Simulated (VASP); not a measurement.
All values below come from PBE GGA, VASP's PBE PAW potentials (set 64) (plane waves; VASP).

Input for VASP

### KPOINTS
```
Automatic
0
gamma
 14 14 14
0 0 0
```

### POSCAR
```
BRh
1
   -1.3832360000     1.3832360000     4.6829550000
    1.3832360000    -1.3832360000     4.6829550000
    1.3832360000     1.3832360000    -4.6829550000
Rh B
2 2
Direct
  0.7500000000   0.7500000000   0.0000000000
  0.5000000000   0.0000000000   0.5000000000
  0.1660000000   0.1660000000   0.0000000000
  0.9160000000   0.4160000000   0.5000000000
```

### INCAR
```
ALGO = Normal
EDIFF = 1E-6
ENCUT = 520
GGA = PE
ISIF = 2
ISMEAR = 1
LASPH = .TRUE.
LCHARG = .FALSE.
LMAXMIX = 4
LREAL = .FALSE.
LWAVE = .FALSE.
NELM = 100
PREC = Accurate
SIGMA = 0.1
SYSTEM = BRh
```

POTCAR, in this order: Rh_pv B (PBE.64 set). Program: vasp_std.

### Question
What does the run give for the energy per atom (σ→0), pressure, band gap (on the k-mesh)?

### Answer

```json
{
 "energy per atom (σ→0)": "-7016 meV/atom",
 "band gap (on the k-mesh)": "none (metal, semimetal or under 0.01 eV)",
 "pressure": "56.67 GPa"
}
```

OSZICAR:
```
...
DAV:   7    -0.281017512717E+02    0.51871E+00   -0.39329E+00 11330   0.196E+01    0.801E+00
DAV:   8    -0.280706076635E+02    0.31144E-01   -0.71938E-02 13244   0.225E+00    0.143E+00
DAV:   9    -0.280647345948E+02    0.58731E-02   -0.30437E-02 11826   0.150E+00    0.799E-02
DAV:  10    -0.280646796820E+02    0.54913E-04   -0.78814E-04 12710   0.248E-01    0.274E-02
DAV:  11    -0.280646723872E+02    0.72948E-05   -0.24195E-05 12124   0.444E-02    0.920E-03
DAV:  12    -0.280646712545E+02    0.11327E-05   -0.18089E-06  9372   0.113E-02    0.546E-03
DAV:  13    -0.280646714394E+02   -0.18490E-06   -0.17057E-07  6928   0.438E-03
   1 F= -.28064671E+02 E0= -.28064652E+02  d E =-.595314E-04
```

The structure was generated: BRh was put into the NbAs type (I4_1md), which need not be its known phase. The cell was not relaxed at this level.
